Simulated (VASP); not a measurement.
Input:

```
CELL_PARAMETERS angstrom
      0.00000     2.03708     2.03708
      2.03708     0.00000     2.03708
      7.52035     7.52035     0.62798
ATOMIC_POSITIONS crystal
  Pd 0.01762 0.01762 0.98679
  Pd 0.98238 0.98238 0.26321
  Al 0.01589 0.01589 0.48808
  Al 0.98411 0.98411 0.76192
```

These are PBEsol GGA, VASP's PBE PAW potentials (set 64) (plane waves; VASP) values and carry that method's errors. Numerical set-up: 400 eV cut-off, 15×15×4 Γ-centred mesh, tetrahedra with Blöchl corrections, potentials Pd Al.

For a metal the tetrahedron method with Blöchl corrections gives inexact stress and forces.

Problem. Predict the energy per atom (σ→0), largest force, band gap (on the k-mesh) with the smallest direct gap where there is one.

Solution. 
```
Property                                                     Value
------------------------  ----------------------------------------
band gap (on the k-mesh)  none (metal, semimetal or under 0.01 eV)
energy per atom (σ→0)                               -5.491 eV/atom
largest force                                           0.144 eV/Å
```

Total energies compare only between runs with the same potentials, cut-off and functional.

The structure was generated: Al2Pd2 was put into an ordered model structure (R-3m), which need not be its known phase. It was relaxed first.
